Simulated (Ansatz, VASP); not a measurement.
**Hf4ZrRu in VASP and in Ansatz**

```
Zr Hf Ru
1.0
     4.74487    0.00000    0.00000
    -2.37243    4.10918    0.00000
     0.00000    0.00000    8.10311
Zr Hf Ru
1 4 1
Direct
  0.00000 0.00000 0.00000
  0.66667 0.33333 0.66308
  0.66667 0.33333 0.33692
  0.66667 0.33333 0.00000
  0.33333 0.66667 0.00000
  0.00000 0.00000 0.50000
```

Alike in both runs: functional PBE; k mesh 6 × 6 × 4; occupations gaussian, width 0.1 eV; no spin polarisation.

Ansatz relaxed the structure, and its values are those at the end. VASP's run is a single point on that final structure, the one shown.

|  | VASP | Ansatz |
| --- | --- | --- |
| version | VASP 6.6.1 | Ansatz 0.2.0 |
| potentials or method | VASP PAW PBE potentials, release 64 (Zr_sv, Hf_pv, Ru_pv) | scalar-relativistic, plane waves, PAW |
| plane-wave cutoff (eV) | 520 | 420 |
| valence electrons in the cell | 66 | 132 |

```csv
,VASP,Ansatz,Ansatz less VASP
gap on the k mesh at the Fermi level (eV),none,none,-
pressure (GPa),-0.4,-0.1,+0.30
rms of the force components (eV/Å),0.023,0.002,-0.0214
```

A gap of «none» marks a metal or a gap that the smearing closes. With one functional, cell and mesh, what is left measures potentials, basis and numerics. The two sets of potentials don't hold the same shells in valence.

The runs have no spin-orbit coupling, so splittings on Hf are missing.
